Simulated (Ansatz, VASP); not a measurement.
# P in two plane-wave programs, part 2 of 2

Wanted: the spread between two codes on one cell, functional and k mesh. The structure shown is the start of the Ansatz relaxation below; VASP solves that cell, so the two are compared at the walk's first step.

VASP 6.6.1 and Ansatz 0.2.0.

So far. Step 3 (VASP: single point, PBE with D3(BJ), start cell, pair 1): The run ends at a pressure of 1.52 GPa, with forces up to 0.11 eV/Å.

### Step 7. VASP: single point, PBE with D3(BJ), start cell, pair 2

Level of this step: PBE with D3(BJ); plane waves and PAW (P) (VASP).

The same cell, functional, mesh and smearing now go to VASP, with its own data sets.

Input file INCAR:

```
SYSTEM = P
PREC = Accurate
ENCUT = 400
EDIFF = 1E-06
NELM = 120
ISMEAR = 1
SIGMA = 0.2
LREAL = .FALSE.
ALGO = Normal
GGA = PE
IVDW = 12
NBANDS = 16
LORBIT = 11
LWAVE = .FALSE.
LCHARG = .FALSE.
ISIF = 2
LASPH = .TRUE.
GGA_COMPAT = .FALSE.
KPAR = 2
```

Input file POSCAR:

```
P
1.0
    1.6698120000     -5.2160850000      0.0000000000
    1.6698120000      5.2160850000      0.0000000000
    0.0000000000      0.0000000000      4.2946220000
P
4
Direct
    0.8957793057      0.1042206943      0.0757344884
    0.6042205984      0.3957794016      0.5757344884
    0.1042206943      0.8957793057      0.9242655116
    0.3957794016      0.6042205984      0.4242655116
```

Input file KPOINTS:

```
Automatic mesh
0
Gamma
16 16 12
0 0 0
```

The projector-augmented-wave data sets are P (PBE family, release 64).

The run is started by

```bash
$ mpirun -np 2 vasp_std
```

Numbers of over 12 decimals in the logs are rounded to 6 here.

The program printed:

```text
[... set-up lines as in an earlier step ...]
 entering main loop
       N       E                     dE             d eps       ncg     rms          rms(c)
DAV:   1     0.475582741779E+02    0.47558E+02   -0.71891E+03 16352   0.859E+02
DAV:   2    -0.188665692646E+02   -0.66425E+02   -0.64241E+02 22432   0.146E+02
DAV:   3    -0.215457167384E+02   -0.26791E+01   -0.26667E+01 21920   0.317E+01
DAV:   4    -0.215723341977E+02   -0.26617E-01   -0.26608E-01 20672   0.380E+00
[...]
DAV:  10    -0.214437020703E+02   -0.21115E-04   -0.51196E-05 20416   0.419E-02    0.283E-02
DAV:  11    -0.214437099219E+02   -0.78516E-05   -0.11152E-05 19952   0.253E-02    0.895E-03
DAV:  12    -0.214437102827E+02   -0.36072E-06   -0.39003E-07 10800   0.423E-03
   1 F= -.22941436E+02 E0= -.22941750E+02  d E =0.942155E-03
```

OUTCAR, selected parts (step 7):

```text
 Edisp (eV)   -1.49773

  Total      -1.41571    -1.23981    -1.21642     0.00000    -0.00000     0.00000
  in kB     -30.31924   -26.55204   -26.05116     0.00000    -0.00000     0.00000
  external pressure =      -27.64 kB  Pullay stress =        0.00 kB

 POSITION                                       TOTAL-FORCE (eV/Angst)
 -----------------------------------------------------------------------------------
      1.66981     -4.12884      0.32525         0.000000     -0.161648      0.138839
      1.66981     -1.08725      2.47256         0.000000      0.161648      0.138839
      1.66981      4.12884      3.96937         0.000000      0.161648     -0.138839
      1.66981      1.08725      1.82206         0.000000     -0.161648     -0.138839
 -----------------------------------------------------------------------------------
    total drift:                                0.000000      0.000487     -0.000078

  FREE ENERGIE OF THE ION-ELECTRON SYSTEM (eV)
  ---------------------------------------------------
  free  energy   TOTEN  =       -22.9414364431 eV

  energy  without entropy=      -22.9423785979  energy(sigma->0) =      -22.94175049

[... 1 part as in an earlier step ...]

[... 2 further parts left out ...]
[key lines of the parts left out:]
E-fermi :   6.8089
```

The run ends at a pressure of -2.76 GPa, with forces up to 0.21 eV/Å.

### Step 8. Side by side

Forces (eV/Å; atoms numbered as in POSCAR):

| atom | Ansatz x, y, z | VASP x, y, z |
| --- | --- | --- |
| P1 | 0.000, -0.121, 0.099 | 0.000, -0.162, 0.139 |
| P2 | 0.000, 0.121, 0.099 | 0.000, 0.162, 0.139 |
| P3 | 0.000, 0.121, -0.099 | 0.000, 0.162, -0.139 |
| P4 | 0.000, -0.121, -0.099 | 0.000, -0.162, -0.139 |

The forces differ by 33 meV/Å r.m.s., which is 26.5 % of the r.m.s. force of 0.123 eV/Å (both taken over all components).

### Step 9. Other set-ups

Further runs change the set-up of one program: Ansatz's method, potentials or start, or VASP's data sets, cutoff or form of LDA. The table gives that difference for each run.

| run | r.m.s. force difference (meV/Å) |
| --- | --- |
| as above | 33 |
| VASP with a cutoff of 500 eV (perhaps on Ansatz's relaxed cell) | 34 |

### Step 10. Ansatz: relaxation, PBE with D3(BJ)

The two programs are compared at the cell with which this relaxation starts, whose forces are those of its first step. The cell compared in this pair holds 63.52 Å³, against 74.81 Å³ for the pair before.

The structure compared here is the start of the Ansatz relaxation; VASP solves that cell, so the two are compared at the walk's first step.

Input file input.yaml:

```yaml
crystal:
  lattice:
    - [1.6598331068, -4.9336891405, 0.0]
    - [1.6598331068, 4.9336891405, 0.0]
    - [0.0, 0.0, 3.8782656909]
  atoms:
    - { symbol: P, position: [0.8898263413, 0.1101736587, 0.0611704698] }
    - { symbol: P, position: [0.6101736587, 0.3898263413, 0.5611704698] }
    - { symbol: P, position: [0.1101736587, 0.8898263413, 0.9388295302] }
    - { symbol: P, position: [0.3898263413, 0.6101736587, 0.4388295302] }
kpoints:
  mp_grid: { grid: [16, 16, 12] }
hamiltonian:
  xc: pbe
  dispersion: d3bj
  pseudopotentials: { kind: paw, azcp: { folder: soft_1 } }
scf:
  occupations: { method: methfessel_paxton, width: 0.2 }
output:
  forces: true
  stress: true
  eigenvalues: true
relax:
  adjacent_minimum: "off"
  f_tol: 0.001
  max_steps: 60
  cell: { stress_tol: 0.01, fix: [volume] }
```

The run is started by

```bash
$ ansatz run input.yaml --threads 4 --pin off --max-ram 16384MiB --backend cpu --events-out ev --progress --plain --runs-dir out
```

The program printed:

```text
[...]
Crystal: 4 atoms, lattice volume = 63.519 Å³
Basis set: ecut = 420 eV, 1261 PW (Γ), exchange–correlation on 72×72×54 points (8 copies of the dense FFT grid, shifted against one another)
Bands: 14, of which v1, the nominal top of the filled ones, is band 10 counted from 1 (9 counted from 0)
Symmetry: 8 space group operations
[...]
k-points: 511 of 3072
[...]
--- Relaxed structure (6 steps of the walk, 6 accepted, 1 SCFs on fresh bases) ---
[...]
cell:  # Å, volume = 63.5190 Å³
    - [1.674317, -4.935310, 0]
    - [1.674317, 4.935310, 0]
    - [0, 0, 3.843453]
  atoms:
    - { symbol: P, position: [0.888879, 0.111121, 0.058288] }
    - { symbol: P, position: [0.611121, 0.388879, 0.558288] }
    - { symbol: P, position: [0.111121, 0.888879, 0.941712] }
    - { symbol: P, position: [0.388879, 0.611121, 0.441712] }
[key lines of the parts left out:]
SCF converged after 5 iterations
Free energy (F): -3024.091319 eV
Fermi energy:    9.916839 eV
P = ⅓ Tr σ = 3.2845 GPa (32.845 kbar)
```

### Step 11. VASP: single point, PBE with D3(BJ), start cell, pair 3

The same cell, functional, mesh and smearing now go to VASP, with its own data sets.

INCAR is that of step 7.

Input file POSCAR:

```
P
1.0
    1.6598330000     -4.9336890000      0.0000000000
    1.6598330000      4.9336890000      0.0000000000
    0.0000000000      0.0000000000      3.8782660000
P
4
Direct
    0.8898263551      0.1101736449      0.0611703787
    0.6101736449      0.3898263551      0.5611703787
    0.1101736449      0.8898263551      0.9388293634
    0.3898263551      0.6101736449      0.4388296213
```

KPOINTS is that of step 7.

The run is started by

```bash
$ mpirun -np 2 vasp_std
```

The program printed:

```text
[... set-up lines as in an earlier step ...]
 entering main loop
       N       E                     dE             d eps       ncg     rms          rms(c)
DAV:   1     0.461237676896E+02    0.46124E+02   -0.74053E+03 16352   0.876E+02
DAV:   2    -0.188247002184E+02   -0.64948E+02   -0.62942E+02 22496   0.149E+02
DAV:   3    -0.212336431323E+02   -0.24089E+01   -0.23922E+01 22160   0.303E+01
DAV:   4    -0.212537746779E+02   -0.20132E-01   -0.20126E-01 20616   0.337E+00
[...]
DAV:  10    -0.211195011746E+02    0.28695E-05   -0.72900E-05 20976   0.501E-02    0.361E-02
DAV:  11    -0.211195083807E+02   -0.72061E-05   -0.10648E-05 20800   0.239E-02    0.686E-03
DAV:  12    -0.211195090268E+02   -0.64607E-06   -0.52700E-07 10808   0.543E-03
   1 F= -.22892158E+02 E0= -.22892696E+02  d E =0.161525E-02
```

From OUTCAR (step 11):

```text
 Edisp (eV)   -1.77265

  Total       1.84228     1.73706     1.68992     0.00000    -0.00000     0.00000
  in kB      46.46879    43.81496    42.62596     0.00000    -0.00000     0.00000
  external pressure =       44.30 kB  Pullay stress =        0.00 kB

 POSITION                                       TOTAL-FORCE (eV/Angst)
 -----------------------------------------------------------------------------------
      1.65983     -3.84656      0.23723         0.000000      0.102886     -0.082427
      1.65983     -1.08712      2.17637         0.000000     -0.102886     -0.082427
      1.65983      3.84656      3.64103         0.000000     -0.102886      0.082427
      1.65983      1.08712      1.70190         0.000000      0.102886      0.082427
 -----------------------------------------------------------------------------------
    total drift:                                0.000000     -0.000008      0.000212

  FREE ENERGIE OF THE ION-ELECTRON SYSTEM (eV)
  ---------------------------------------------------
  free  energy   TOTEN  =       -22.8921576049 eV

  energy  without entropy=      -22.8937728563  energy(sigma->0) =      -22.89269602

[... 1 part as in an earlier step ...]

[... 2 further parts left out ...]
[key lines of the parts left out:]
E-fermi :   8.7159
```

The run ends at a pressure of 4.43 GPa, with forces up to 0.13 eV/Å.

### Step 12. Comparison

Forces (eV/Å; atoms numbered as in POSCAR):

| atom | Ansatz x, y, z | VASP x, y, z |
| --- | --- | --- |
| P1 | 0.000, 0.151, -0.133 | 0.000, 0.103, -0.082 |
| P2 | 0.000, -0.151, -0.133 | 0.000, -0.103, -0.082 |
| P3 | 0.000, -0.151, 0.133 | 0.000, -0.103, 0.082 |
| P4 | 0.000, 0.151, 0.133 | 0.000, 0.103, 0.082 |

The forces differ by 40 meV/Å r.m.s., which is 53.2 % of the r.m.s. force of 0.076 eV/Å (both taken over all components).

### Step 13. Other set-ups

Further runs change the set-up of one program: Ansatz's method, potentials or start, or VASP's data sets, cutoff or form of LDA. The table gives that difference for each run.

| run | r.m.s. force difference (meV/Å) |
| --- | --- |
| as above | 40 |
| VASP with a cutoff of 500 eV (perhaps on Ansatz's relaxed cell) | 40 |

### Step 14. Outcome

```yaml
r_m_s_force_difference_single_point_pbe_with_d3_bj_start_cell_pair_1: 37 meV/Å
r_m_s_force_difference_single_point_pbe_with_d3_bj_start_cell_pair_2: 33 meV/Å
r_m_s_force_difference_single_point_pbe_with_d3_bj_start_cell_pair_3: 40 meV/Å
```

The r.m.s. force difference is 40 meV/Å (single point, PBE with D3(BJ), start cell, pair 3), beyond the 12 meV/Å picked in this series as the mark of a large difference. 4 further runs of this series are not shown here. Such differences can come from data sets, numerical settings and the points named under the comparisons, not from the functional's error against experiment.

[Lines on the potential files, build, host, timing and source positions are cut from VASP's logs without a mark.]

[Logs are printed without paths, hosts, clocks, repeated set-up lines and the standing remarks that a program may print on its own settings, such as how far it seeks lower states.]

[Hosts, paths, dates, database ids (printed as entryN), source tags and the programs' standing remarks are cut or masked in the printed files.]

[Rows of further runs with another cutoff or data set may stand on the cell that Ansatz relaxed, not on the start cell of the pair above them.]
